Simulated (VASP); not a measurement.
Here is the system:

```xyz
2
Lattice="0.0000 2.9865 2.9865 2.9865 0.0000 2.9865 2.9865 2.9865 0.0000" Properties=species:S:1:pos:R:3 pbc="T T T"
Cu     0.0000     0.0000     0.0000
I      1.4932     1.4932     1.4932
```

The numbers are results of AM05 GGA, VASP's PBE PAW potentials (set 64) (plane waves; VASP 6.6.1), not measurements. Settings: 520 eV cut-off, Gaussian smearing of 0.050 eV, potentials Cu I.

Unless said otherwise, spin-orbit coupling is left out, though it shifts the bands of the heavy elements here.

Question: Give the energies of bands 2 to 12 at the high-symmetry points, in eV from the valence-band maximum.

Answer: 
```csv
band,Γ,X,U,L,W
2,-3.86,-5.84,-5.51,-5.86,-5.34
3,-3.86,-3.94,-4.63,-3.82,-4.77
4,-3.86,-3.94,-3.88,-3.82,-4.03
5,-2.06,-2.09,-2.20,-2.03,-2.12
6,-2.06,-1.99,-2.03,-2.03,-2.11
7,0.00,-1.97,-1.91,-1.98,-1.97
8,0.00,-1.67,-1.68,-0.79,-1.78
9,0.00,-1.67,-1.39,-0.79,-1.41
10,1.25,2.63,3.06,2.19,4.66
11,4.81,2.89,4.70,5.38,4.67
12,4.81,9.52,7.66,5.38,6.05
```

The gap is direct, 1.25 eV, from the valence maximum at Γ to the conduction minimum at Γ.

Measured: gap 3.12 eV (computed value off by -1.87 eV), as given by Abedi et al., (2022), arXiv:2211.14644.

The compound is CuI in the zinc blende structure. It was relaxed first.
